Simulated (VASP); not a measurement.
## ZnS: band gap against strain

ZnS (wurtzite, P6_3mc, 19.215 Å³/atom and stress up to 0.29 GPa in the relaxed cell, c along z) under an equal strain ε along all three axes. PBEsol in VASP (plane waves, PAW), 480 eV, 12×12×6 Γ-centred mesh, Gaussian smearing 0.05 eV; ions are relaxed, or left where forces stay under 0.02 eV/Å, within the symmetry of each cell. Gaps are the smallest on the run's k-mesh, which can miss an edge that lies off it, without spin-orbit coupling; in all rows the valence edge lies at Γ and the conduction edge at Γ.

Here s stands for strain and Eg for gap.

| strain (%) | gap (eV) |
|---|---|
| -3.00 | ? |
| -1.50 | 2.376 |
| -1.00 | 2.306 |
| -0.50 | 2.237 |
| 0.00 | 2.169 |

The 4 complete rows are fitted with a straight line, Eg against s. Means: s -0.75000, Eg 2.2720. About the means, the sum of products is -0.17250 and the sum of squares of s is 1.2500; the slope is their ratio. Least squares gives Eg = 2.1685 - 0.13800·s. Residuals (row less fit): 0.0005, -0.0005, -0.0005, 0.0005; standard error 0.0007 (degrees of freedom: 2). Over these rows the gap moves by -13.80 ± 0.06 eV per unit strain, or -4.6 eV per unit of ln V.

Question: Predict the withheld Eg at s = -3.00 from the fit, and compare with the calculation.

Answer: Eg = 2.1685 - 0.13800 × (-3.0) = 2.5825 eV. The calculation gives 2.592 eV, 0.0095 eV above the prediction (2.2 % of the range of Eg in the table). The row lies outside the fitted rows, so this is an extrapolation. From the scatter of the fitted rows alone, a prediction at this place has a standard error of 0.0016 eV, so the miss is 5.9 times that.

A polynomial of degree 2 through the 6 other runs of the series gives 2.591 there, so most of the miss is curvature that the fit leaves out. Other structures, which can take over under pressure, weren't tried. ZnS is here the high-temperature form. Rows are the converged runs of the series near zero and its far end, less any whose ions stayed unrelaxed beside relaxed ones; series whose fitted rows scatter by over a few per cent of the range, as at a crossing or softening among them, aren't shown in this form. Most that stay on the fit to the last digits aren't either.
